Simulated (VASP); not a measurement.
Consider the following.

```
CELL_PARAMETERS angstrom
      3.78130     0.00000     0.00000
      0.00000     3.78130     0.00000
      0.00000     0.00000     3.78130
ATOMIC_POSITIONS crystal
  Sr 0.00000 0.00000 0.00000
  V  0.50000 0.50000 0.50000
  O  0.50000 0.00000 0.50000
  O  0.00000 0.50000 0.50000
  O  0.50000 0.50000 0.00000
```

These are LDA (Ceperley-Alder, Perdew-Zunger), VASP's LDA PAW potentials (set 64) (plane waves; VASP) values and carry that method's errors. Numerical set-up: 520 eV cut-off, 7×7×7 Γ-centred mesh, first-order Methfessel-Paxton smearing of 0.10 eV, potentials Sr_sv V_sv O.

Question: Predict the energy per atom (σ→0), band gap (on the k-mesh) with the smallest direct gap where there is one.

Answer: 
The band gap (on the k-mesh) is none (metal, semimetal or under 0.01 eV) and the energy per atom (σ→0) is -8.741 eV/atom.

Total energies compare only between runs with the same potentials, cut-off and functional.

The compound is SrVO3 in the cubic perovskite structure. It was relaxed first. The start is the result of an earlier pass. The run is not spin-polarised, so no magnetic state was tried. The electron count is odd and the run is not spin-polarised, which forces a metal.
